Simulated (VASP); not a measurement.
Output of a VASP run:

### OSZICAR
```
       N       E                     dE             d eps       ncg     rms          rms(c)
DAV:   1     0.453410616795E+03    0.45341E+03   -0.20149E+04   864   0.192E+03
DAV:   2     0.330327754562E+02   -0.42038E+03   -0.41301E+03   936   0.485E+02
DAV:   3    -0.245322128426E+02   -0.57565E+02   -0.55447E+02  1232   0.189E+02
DAV:   4    -0.263845441805E+02   -0.18523E+01   -0.18514E+01   920   0.384E+01
DAV:   5    -0.264392991562E+02   -0.54755E-01   -0.54751E-01  1280   0.650E+00    0.126E+01
DAV:   6    -0.217565315423E+02    0.46828E+01   -0.38860E+01  1376   0.456E+01    0.579E+00
DAV:   7    -0.215423814202E+02    0.21415E+00   -0.36734E+00  1120   0.144E+01    0.262E+00
DAV:   8    -0.215493144411E+02   -0.69330E-02   -0.99873E-01  1184   0.723E+00    0.146E+00
DAV:   9    -0.215100357272E+02    0.39279E-01   -0.22358E-01  1312   0.397E+00    0.322E-01
DAV:  10    -0.215129639665E+02   -0.29282E-02   -0.22863E-02   928   0.934E-01    0.845E-02
DAV:  11    -0.215131085019E+02   -0.14454E-03   -0.43363E-03  1448   0.494E-01    0.106E-01
DAV:  12    -0.215129812855E+02    0.12722E-03   -0.52000E-04  1256   0.259E-01    0.545E-02
DAV:  13    -0.215129581301E+02    0.23155E-04   -0.21890E-04  1328   0.114E-01    0.689E-03
DAV:  14    -0.215129587635E+02   -0.63339E-06   -0.16645E-05  1216   0.405E-02    0.423E-03
DAV:  15    -0.215129580840E+02    0.67951E-06   -0.45878E-06   944   0.303E-02
   1 F= -.21512958E+02 E0= -.21512958E+02  d E =-.205994E-11
```

OUTCAR:
```
------------------------ aborting loop because EDIFF is reached ----------------------------------------
  FORCE on cell =-STRESS in cart. coord.  units (eV):
  Direction    XX          YY          ZZ          XY          YZ          ZX
  --------------------------------------------------------------------------------------
  Total        0.0433270      0.0433270      0.0638749      0.0000000      0.0000000      0.0000000
  in kB        0.7736973      0.7736973      1.1406247      0.0000000      0.0000000      0.0000000
  external PRESSURE =       0.8960064 kB  Pullay stress =       0.0000000 kB
  volume of cell :       89.72
      direct lattice vectors                 reciprocal lattice vectors
     4.056656067  0.000000000  0.000000000     0.246508450  0.000000000  0.000000000
     0.000000000  4.056656067  0.000000000     0.000000000  0.246508450  0.000000000
     0.000000000  0.000000000  5.452076825     0.000000000  0.000000000  0.183416344
 POSITION                                       TOTAL-FORCE (eV/Angst)
 -----------------------------------------------------------------------------------
      2.02833      0.00000      4.26065         0.000000      0.000000      0.015548
      0.00000      2.02833      1.19143        -0.000000     -0.000000     -0.015548
      2.02833      2.02833      0.00000        -0.000000      0.000000      0.000000
      0.00000      0.00000      0.00000        -0.000000     -0.000000      0.000000
 -----------------------------------------------------------------------------------
    total drift:                                0.000000      0.000000      0.000000
  FREE ENERGIE OF THE ION-ELECTRON SYSTEM (eV)
  ---------------------------------------------------
  free  energy   TOTEN  =       -21.5129580840 eV

  energy  without entropy=      -21.5129580840  energy(sigma->0) =      -21.51295808
```
(Selected blocks of OUTCAR.)

**POSCAR**
```
PbO
1
    4.0566560665     0.0000000000     0.0000000000
    0.0000000000     4.0566560665     0.0000000000
    0.0000000000     0.0000000000     5.4520768251
Pb O
2 2
Direct
  0.5000000000   0.0000000000   0.7814729638
  1.0000000000   0.5000000000   0.2185270362
  0.5000000000   0.5000000000   0.0000000000
  0.0000000000   0.0000000000   0.0000000000
```

Write an INCAR and KPOINTS that could have produced this output.

Several could match; the one computed here: the input of the run itself, PBE GGA, plane waves, VASP's PBE PAW potentials (set 64).

### KPOINTS
```
Automatic mesh
0
Gamma
4 4 4
0 0 0
```

### INCAR
```
# general
SYSTEM  = PbO
PREC    = Accurate
ENCUT   = 520   # plane-wave cut-off (eV)
LREAL   = .FALSE.
LASPH   = .TRUE.   # aspherical one-centre terms

# electronic loop
EDIFF   = 1E-6   # SCF stop (eV)
NELM    = 100   # most electronic steps
ALGO    = Normal   # blocked Davidson
LMAXMIX = 4   # l cut-off of mixed one-centre charges

# smearing
ISMEAR  = 0   # Gaussian
SIGMA   = 0.05   # width (eV)

# functional
GGA     = PE   # PBE

# output
LWAVE   = .TRUE.
LCHARG  = .FALSE.
```

POTCAR, in this order: Pb_d O (PBE.64 set). Program: vasp_std.

Without a dispersion term in the relaxation, distances and binding between the weakly bound layers, chains or molecules are unreliable, and so is what depends on them.

The compound is PbO in the litharge structure. It was relaxed first, which changed the volume by +13 %.
